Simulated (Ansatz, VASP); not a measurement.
# Sr5P2: VASP beside Ansatz

```
CELL_PARAMETERS angstrom
-3.63923 4.55939 3.63920
3.63923 -4.55939 3.63920
3.63923 4.55939 -3.63920
ATOMIC_POSITIONS crystal
Sr 0.00000 0.00000 0.50000
Sr 0.50000 0.50000 0.50000
Sr 0.00000 0.50000 0.00000
Sr 0.50000 0.00000 0.00000
Sr 0.50000 0.50000 0.00000
P 0.50000 0.00000 0.50000
P 0.00000 0.00000 0.00000
```

Alike in both runs: functional PBE; k mesh 4 × 4 × 4; occupations gaussian, width 0.1 eV; no spin polarisation.

Ansatz relaxed the structure, and its values are those at the end. VASP's run is a single point on that final structure, the one shown.

|  | VASP | Ansatz |
| --- | --- | --- |
| version | VASP 6.6.1 | Ansatz 0.2.0 |
| potentials or method | VASP PAW PBE potentials, release 64 (Sr_sv, P) | scalar-relativistic, plane waves, PAW |
| plane-wave cutoff (eV) | 520 | 420 |
| valence electrons in the cell | 60 | 60 |

```tsv
	VASP	Ansatz	Ansatz less VASP
gap on the k mesh at the Fermi level (eV)	none	none	-
pressure (GPa)	0.2	0.1	-0.06
```

A gap of «none» marks a metal or a gap that the smearing closes.
